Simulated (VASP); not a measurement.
Set up this calculation in VASP 6.6.1, as the native input.

```
Task                   : single point
Functional             : PBE
Potentials or basis    : VASP PAW PBE potentials, release 64 (C, B)
Cutoff                 : 520 eV
k mesh                 : 13 × 13 × 13
Occupations            : fermi-dirac, width 0.05 eV
Spin                   : no spin polarisation
Further INCAR settings : ALGO = Normal; EDIFF = 1e-07; NBANDS = 20
```

The structure of BC5 lies in POSCAR:

```
BC5
1.0
   -1.2526000000      3.8625540000      1.8671370000
    1.2526000000     -3.8625540000      1.8671370000
    1.2526000000      3.8625540000     -1.8671370000
C B
5 1
Direct
    0.8320690000      0.8352760000      0.0065040000
    0.2083880000      0.0287840000      0.1648560000
    0.8741190000      0.0241410000      0.8053960000
    0.4503560000      0.7679340000      0.6501910000
    0.1015440000      0.7820550000      0.3343820000
    0.5312600000      0.0174300000      0.4815620000
```

The cell comes from a database or a generator and needn't be the stable form of this composition.

The cell isn't the ideal one: atoms moved at random, drawn with an rms of 0.05 Å.

The input as run:

INCAR

```
SYSTEM = BC5
  ALGO = Normal
  EDIFF = 1E-7
  ENCUT = 520
  GGA = PE
  ISIF = 2
  ISMEAR = -1
  LASPH = .True.
  LCHARG = .False.
  LREAL = .False.
  LWAVE = .False.
  NBANDS = 20
  NELM = 60
  PREC = Accurate
  SIGMA = 0.05
```

KPOINTS

```
k-points
0
Gamma
  13 13 13
  0 0 0
```

Potentials or basis: VASP PAW PBE potentials, release 64 (C, B).

Run with:

```console
$ cat potpaw_PBE.64/C/POTCAR potpaw_PBE.64/B/POTCAR > POTCAR
$ mpirun -np 1 vasp_std > vasp.out
```

Results of the run:

The pressure is 1.5 GPa. The largest force is 2.875 eV/Å and the band gap on the k mesh is none (metal or under the smearing width).

It took 24 min on 1 thread of Intel(R) Xeon(R) Platinum 8259CL CPU @ 2.50GHz (Skylake/Cascade Lake) (shared host), peak memory 0.69 GiB.
